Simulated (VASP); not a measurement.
# Sn3C in VASP: one cell, several levels of theory

What does VASP give for an ordered 4-atom cell of Sn3C on the diamond lattice, the cell held fixed? Runs: PBE, LDA, PBEsol. This is a trial cell built on a prototype, not taken from a measured structure, and it needn't be the compound's ground state.

Code: VASP 6.6.1. PAW datasets, plane waves. Note: simulated data, non-magnetic, for a generated structure that need not be the stable one.

## Step 1: The cell

The cell comes from an earlier relaxation with r2SCAN in another program.

It is trigonal, R3m (No. 160); a = 3.978 Å, c = 21.678 Å in the conventional setting, 24.76 Å³ an atom. Near C stand 4 Sn at 2.20–2.37 Å; near Sn stand 4 Sn at 2.76–2.90 Å; near Sn stand 3 C at 2.37 Å; near Sn stand 1 C at 2.20 Å.

As a file:

```cif
data_structure
_symmetry_space_group_name_H-M 'R3m:H'
_symmetry_Int_Tables_number 160
_cell_length_a 3.9779
_cell_length_b 3.9779
_cell_length_c 21.6785
_cell_angle_alpha 90.000
_cell_angle_beta 90.000
_cell_angle_gamma 120.000
_cell_volume 297.07
loop_
_atom_site_label
_atom_site_type_symbol
_atom_site_symmetry_multiplicity
_atom_site_Wyckoff_symbol
_atom_site_fract_x
_atom_site_fract_y
_atom_site_fract_z
_atom_site_occupancy
C1 C 3 a 0.00000 0.00000 0.00062 1
Sn1 Sn 3 a 0.33333 0.66667 0.17325 1
Sn2 Sn 3 a 0.33333 0.66667 0.30719 1
Sn3 Sn 3 a 0.00000 0.00000 0.10227 1
```

## Step 2: Single point with PBE

INCAR reads:

```
ENCUT = 520.000000
SIGMA = 0.020000
EDIFF = 1.00e-07
GGA = PE
PREC = Accurate
IBRION = -1
ISIF = 2
ISMEAR = -1
NBANDS = 31
NELM = 120
NSW = 0
LASPH = .TRUE.
LCHARG = .FALSE.
LWAVE = .FALSE.
LREAL = .FALSE.
```

KPOINTS reads:

```
KPOINTS created by Atomic Simulation Environment
0
Gamma
8 8 8
0 0 0
```

KPOINTS_OPT reads:

```
special points
12
Reciprocal
0.0000000000 0.0000000000 0.0000000000 1
0.5000000000 0.0000000000 0.0000000000 1
0.5000000000 0.1835015303 -0.1835015303 1
0.8164984697 0.5000000000 0.1835015303 1
0.5000000000 0.5000000000 0.5000000000 1
0.3417507652 0.0000000000 -0.3417507652 1
0.6582492348 0.3417507652 0.0000000000 1
0.5000000000 0.5000000000 0.0000000000 1
0.6582492348 0.6582492348 0.1835015303 1
0.8164984697 0.3417507652 0.3417507652 1
0.1000000000 0.1000000000 0.1000000000 1
0.5316498470 0.5316498470 0.0367003061 1
```

POSCAR reads:

```
C  Sn
 1.0000000000000000
     1.9889268993534768    1.1483074807237781    7.2261631472791334
    -1.9889268993534768    1.1483074807237781    7.2261631472791334
     0.0000000000000000   -2.2966149614968736    7.2261631472712979
 C   Sn
   1   3
Cartesian
  1.9889268993534768  1.1483074807238087  7.2126923278844446
  0.0000000000000000 -0.0000000000243341 10.6964820660224849
 -0.0000000000000000 -0.0000000000177287  7.7929375480094407
  0.0000000000000000 -0.0000000000442738 19.4614077285645024
```

Potentials: the recommended PBE PAW datasets, 46 valence electrons in the neutral cell.

The run is started by

```
> mpirun -np 1 vasp_std
```

Standard output, without the iteration lines:

```text
POSCAR found type information on POSCAR C Sn
 POSCAR found :  2 types and       4 ions
 LDA part: xc-table for (Slater+PW92), standard interpolation
 POSCAR, INCAR and KPOINTS ok, starting setup
 FFT: planning ... GRIDC
 FFT: planning ... GRID_SOFT
 FFT: planning ... GRID
 WAVECAR not read
 entering main loop
 Start KPOINTS_OPT (optional k-point list driver)
k-point batch [1-12\12]
```

OSZICAR:

```text
N       E                     dE             d eps       ncg     rms          rms(c)
DAV:   1     0.437742873570E+03    0.43774E+03   -0.23313E+04  4128   0.224E+03
DAV:   2     0.414761390673E+02   -0.39627E+03   -0.38429E+03  4030   0.550E+02
DAV:   3    -0.161425674390E+02   -0.57619E+02   -0.56391E+02  4853   0.179E+02
DAV:   4    -0.191623247267E+02   -0.30198E+01   -0.29997E+01  4577   0.443E+01
DAV:   5    -0.192602309584E+02   -0.97906E-01   -0.97864E-01  5104   0.812E+00    0.739E+00
DAV:   6    -0.177626287464E+02    0.14976E+01   -0.76527E+00  6390   0.163E+01    0.401E+00
DAV:   7    -0.175994334179E+02    0.16320E+00   -0.13063E+00  5225   0.133E+01    0.208E+00
DAV:   8    -0.175969666791E+02    0.24667E-02   -0.32075E-01  5007   0.348E+00    0.666E-01
DAV:   9    -0.175915100677E+02    0.54566E-02   -0.43983E-02  5454   0.162E+00    0.286E-01
DAV:  10    -0.175915035474E+02    0.65203E-05   -0.10066E-02  5330   0.962E-01    0.118E-01
DAV:  11    -0.175915831712E+02   -0.79624E-04   -0.21065E-03  4453   0.309E-01    0.654E-02
DAV:  12    -0.175916211915E+02   -0.38020E-04   -0.41095E-04  5385   0.133E-01    0.162E-02
DAV:  13    -0.175916297104E+02   -0.85190E-05   -0.22250E-05  5999   0.693E-02    0.757E-03
DAV:  14    -0.175916297805E+02   -0.70027E-07   -0.51329E-06  5052   0.214E-02    0.264E-03
DAV:  15    -0.175916298018E+02   -0.21293E-07   -0.13037E-06  4091   0.987E-03    0.171E-03
DAV:  16    -0.175916299560E+02   -0.15428E-06   -0.16487E-07  3290   0.413E-03    0.825E-04
DAV:  17    -0.175916299781E+02   -0.22091E-07   -0.44510E-08  2842   0.239E-03
   1 F= -.17591630E+02 E0= -.17590389E+02  d E =-.248293E-02
       N       E                     dE             ncg
DAV:   1     0.541167625418E+04   -0.13394E+05      772
DAV:   2     0.651632088675E+03   -0.47600E+04      744
DAV:   3    -0.243894966609E+02   -0.67602E+03      899
DAV:   4    -0.568091502692E+02   -0.32420E+02      849
DAV:   5    -0.578981786894E+02   -0.10890E+01      989
DAV:   6    -0.579409879345E+02   -0.42809E-01      967
DAV:   7    -0.579442113337E+02   -0.32234E-02     1105
DAV:   8    -0.579442649116E+02   -0.53578E-04      991
DAV:   9    -0.579442657316E+02   -0.82005E-06      869
DAV:  10    -0.579442657532E+02   -0.21591E-07      561
```

The lines after F= are the extra pass for the points of KPOINTS_OPT, at fixed density; their E is not a total energy.

From OUTCAR:

```text
k-points           NKPTS =     65   k-points in BZ     NKDIM =     65   number of bands    NBANDS=     31

   NELECT =      46.0000    total number of electrons

   dimension x,y,z NGX =    56 NGY =   56 NGZ =   56
   dimension x,y,z NGXF=   112 NGYF=  112 NGZF=  112

  energy-cutoff  :      520.00
  volume of cell :       99.02
      direct lattice vectors                 reciprocal lattice vectors
     1.988926899  1.148307481  7.226163147     0.251391844  0.145141149  0.046128675
    -1.988926899  1.148307481  7.226163147    -0.251391844  0.145141149  0.046128675
     0.000000000 -2.296614961  7.226163147     0.000000000 -0.290282297  0.046128675

 k-points in reciprocal lattice and weights: KPOINTS created by Atomic Simulation Env
   0.00000000  0.00000000  0.00000000       0.002
   0.12500000 -0.00000000 -0.00000000       0.012
   0.25000000 -0.00000000 -0.00000000       0.012
   0.37500000 -0.00000000  0.00000000       0.012
   0.50000000 -0.00000000 -0.00000000       0.006
   0.12500000  0.12500000 -0.00000000       0.012
   0.25000000  0.12500000  0.00000000       0.023
   0.37500000  0.12500000 -0.00000000       0.023
[... 57 more k-points ...]

 E-fermi :   7.0025

 k-point     1 :       0.0000    0.0000    0.0000
  band No.  band energies     occupation
      1     -15.1972      2.00000
      2     -15.1071      2.00000
      3     -15.1071      2.00000
      4     -15.0628      2.00000
      5     -15.0628      2.00000
      6     -14.9421      2.00000
      7     -14.9421      2.00000
      8     -14.7632      2.00000
      9     -14.7632      2.00000
     10     -14.7564      2.00000
     11     -14.4643      2.00000
     12     -14.4573      2.00000
     13     -14.4573      2.00000
     14     -14.3206      2.00000
     15     -14.3206      2.00000
     16      -5.7697      2.00000
     17      -3.2478      2.00000
     18      -0.5213      2.00000
     19       4.7746      2.00000
     20       4.8683      2.00000
     21       4.8683      2.00000
     22       5.6319      2.00000
     23       8.3338      0.00000
     24       8.4470      0.00000
     25       8.4470      0.00000
     26      10.2810      0.00000
     27      10.2810      0.00000
     28      10.9577      0.00000
     29      11.2956      0.00000
     30      11.2956      0.00000
     31      11.6793      0.00000

 k-point     2 :       0.1250   -0.0000   -0.0000
  band No.  band energies     occupation
      1     -15.1938      2.00000
      2     -15.1104      2.00000
      3     -15.1081      2.00000
      4     -15.0636      2.00000
      5     -15.0575      2.00000
      6     -14.9373      2.00000
      7     -14.9250      2.00000
      8     -14.7658      2.00000
      9     -14.7503      2.00000
     10     -14.7464      2.00000
     11     -14.4688      2.00000
     12     -14.4648      2.00000
     13     -14.4572      2.00000
     14     -14.3447      2.00000
     15     -14.3225      2.00000
     16      -5.6139      2.00000
     17      -3.0707      2.00000
     18      -0.4111      2.00000
     19       3.3618      2.00000
     20       4.6608      2.00000
     21       5.4045      2.00000
     22       5.8949      2.00000
     23       6.9844      1.42313
     24       7.8611      0.00000
     25       8.7190      0.00000
     26       9.6961      0.00000
     27      10.6481      0.00000
     28      10.7441      0.00000
     29      11.8382      0.00000
     30      12.0070      0.00000
     31      12.3586      0.00000

 k-point     3 :       0.2500   -0.0000   -0.0000
  band No.  band energies     occupation
      1     -15.1856      2.00000
      2     -15.1182      2.00000
      3     -15.1107      2.00000
      4     -15.0655      2.00000
      5     -15.0444      2.00000
      6     -14.9256      2.00000
      7     -14.8766      2.00000
      8     -14.7731      2.00000
      9     -14.7168      2.00000
     10     -14.7159      2.00000
     11     -14.4862      2.00000
     12     -14.4862      2.00000
     13     -14.4573      2.00000
     14     -14.4069      2.00000
     15     -14.3271      2.00000
     16      -5.1714      2.00000
     17      -2.5614      2.00000
     18      -0.2462      2.00000
     19       2.0938      2.00000
     20       4.2326      2.00000
     21       4.2617      2.00000
     22       4.9909      2.00000
     23       6.9943      1.20070
     24       7.2006      0.00010
     25       8.4912      0.00000
     26       9.4687      0.00000
     27      10.5231      0.00000
     28      11.4316      0.00000
     29      11.8520      0.00000
     30      12.2562      0.00000
     31      12.6875      0.00000

 k-point     4 :       0.3750   -0.0000    0.0000
  band No.  band energies     occupation
      1     -15.1777      2.00000
      2     -15.1260      2.00000
      3     -15.1135      2.00000
      4     -15.0675      2.00000
      5     -15.0309      2.00000
      6     -14.9136      2.00000
      7     -14.8163      2.00000
      8     -14.7709      2.00000
      9     -14.6797      2.00000
     10     -14.6729      2.00000
     11     -14.5185      2.00000
     12     -14.5166      2.00000
     13     -14.5008      2.00000
     14     -14.4396      2.00000
     15     -14.3316      2.00000
     16      -4.5606      2.00000
     17      -1.9027      2.00000
     18      -0.4571      2.00000
     19       1.5075      2.00000
     20       2.7606      2.00000
     21       3.8732      2.00000
     22       4.1080      2.00000
     23       6.3918      2.00000
     24       7.4877      0.00000
     25       8.4191      0.00000
     26       9.4436      0.00000
     27      10.2062      0.00000
     28      11.5332      0.00000
     29      11.7656      0.00000
     30      12.2079      0.00000
     31      13.1222      0.00000

 k-point     5 :       0.5000   -0.0000   -0.0000
  band No.  band energies     occupation
      1     -15.1746      2.00000
      2     -15.1292      2.00000
      3     -15.1146      2.00000
      4     -15.0683      2.00000
      5     -15.0253      2.00000
      6     -14.9086      2.00000
      7     -14.8004      2.00000
      8     -14.7435      2.00000
      9     -14.6591      2.00000
     10     -14.6486      2.00000
     11     -14.5647      2.00000
     12     -14.5357      2.00000
     13     -14.5216      2.00000
     14     -14.4401      2.00000
     15     -14.3335      2.00000
     16      -4.1964      2.00000
     17      -1.7576      2.00000
     18      -0.2808      2.00000
     19       0.7588      2.00000
     20       3.0135      2.00000
     21       3.2229      2.00000
     22       3.7387      2.00000
     23       6.1810      2.00000
     24       7.4825      0.00000
     25       8.6168      0.00000
     26       9.5007      0.00000
     27       9.7544      0.00000
     28      11.5287      0.00000
     29      11.8231      0.00000
     30      12.0513      0.00000
     31      13.1381      0.00000

 k-point     6 :       0.1250    0.1250   -0.0000
  band No.  band energies     occupation
      1     -15.1937      2.00000
      2     -15.1116      2.00000
      3     -15.1072      2.00000
      4     -15.0634      2.00000
      5     -15.0577      2.00000
      6     -14.9384      2.00000
      7     -14.9234      2.00000
      8     -14.7654      2.00000
      9     -14.7502      2.00000
     10     -14.7472      2.00000
     11     -14.4683      2.00000
     12     -14.4649      2.00000
     13     -14.4574      2.00000
     14     -14.3453      2.00000
     15     -14.3221      2.00000
     16      -5.6086      2.00000
     17      -3.1030      2.00000
     18      -0.3485      2.00000
     19       3.3431      2.00000
     20       4.6463      2.00000
     21       5.2284      2.00000
     22       6.1028      2.00000
     23       6.8561      1.99867
     24       7.9506      0.00000
     25       8.6681      0.00000
     26       9.9460      0.00000
     27      10.5739      0.00000
     28      10.6153      0.00000
     29      11.9017      0.00000
     30      11.9192      0.00000
     31      12.3773      0.00000

[... the tables of k-points 7 to 65 left out ...]

  Total        1.0312626      1.0312626      1.2264288      0.0000000     -0.0000000      0.0000000
  in kB       16.6856769     16.6856769     19.8434369      0.0000000     -0.0000000      0.0000000
  external PRESSURE =      17.7382636 kB  Pullay stress =       0.0000000 kB

 POSITION                                       TOTAL-FORCE (eV/Angst)
 -----------------------------------------------------------------------------------
      0.00000     -0.00000     21.66502         0.000000     -0.000000      0.057626
      0.00000     -0.00000     10.69648         0.000000      0.000000     -0.258204
      0.00000     -0.00000      7.79294         0.000000      0.000000     -0.017198
      0.00000     -0.00000     19.46141         0.000000     -0.000000      0.217776
 -----------------------------------------------------------------------------------
    total drift:                                0.000000     -0.000000     -0.001273

  FREE ENERGIE OF THE ION-ELECTRON SYSTEM (eV)
  ---------------------------------------------------
  free  energy   TOTEN  =       -17.5916299781 eV

  energy  without entropy=      -17.5891470463  energy(sigma->0) =      -17.59038851
```

It took 5.3 min on 1 MPI rank of Intel Xeon 6975P-C, shared host; peak memory 0.52 GiB.

The levels at the points of KPOINTS_OPT are read from vasprun.xml.

Band energies at the special points (eV, zero at the top of v, the last band that the electrons fill by count):

```
point    v−1      v      c    c+1
    Γ  -2.78  -0.08   0.03   0.03
    L  -4.68  -2.23  -0.93   0.20
   B1  -4.52  -3.74  -0.71  -0.39
    B  -4.52  -3.74  -0.71  -0.39
    Z  -2.46  -0.25  -0.25   0.86
    X  -4.60  -3.75  -0.82   0.15
    Q  -4.60  -3.75  -0.82   0.15
```

With PBE the last filled band overlaps the next by 1.93 eV, so there is no gap. Pressure: 1.77 GPa, and the largest force is 0.258 eV/Å, on atom 2 (Sn).

(Part 1 of 3 ends here.)
